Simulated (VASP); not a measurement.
Consider the following.

```yaml
crystal:
  lattice:
    - [4.38013, 0.00000, 0.00000]
    - [0.00000, 8.75622, 0.00000]
    - [0.00000, 0.00000, 6.15345]
  atoms:
    - { symbol: Cd, position: [0.00000, 0.23781, 0.00895] }
    - { symbol: Cd, position: [0.00000, 0.76219, 0.00895] }
    - { symbol: Cd, position: [0.50000, 0.00000, 0.50732] }
    - { symbol: Cd, position: [0.50000, 0.50000, 0.47443] }
    - { symbol: Te, position: [0.00000, 0.50000, 0.75205] }
    - { symbol: Se, position: [0.50000, 0.24254, 0.25024] }
    - { symbol: Se, position: [0.50000, 0.75746, 0.25024] }
    - { symbol: Se, position: [0.00000, 0.00000, 0.74784] }
```

Method: PBEsol GGA, VASP's PBE PAW potentials (set 64) (plane waves; VASP). Settings: 400 eV cut-off, Gaussian smearing of 0.050 eV, potentials Cd Te Se.

Unless said otherwise, spin-orbit coupling is left out, though it shifts the bands of the heavy elements here.

Problem. Estimate the band gap (along the path) with the smallest direct gap where there is one.

Solution. 
- band gap (along the path) = 0.33 eV
- smallest direct gap (along the path) = 0.33 eV

The absolute energy has meaning only against runs of the same code, potentials and settings.

The structure comes from a computed database's Cd4TeSe3 entry (Pmm2); how it stands against other phases isn't given here. It was relaxed first, which changed the volume by -6 %.
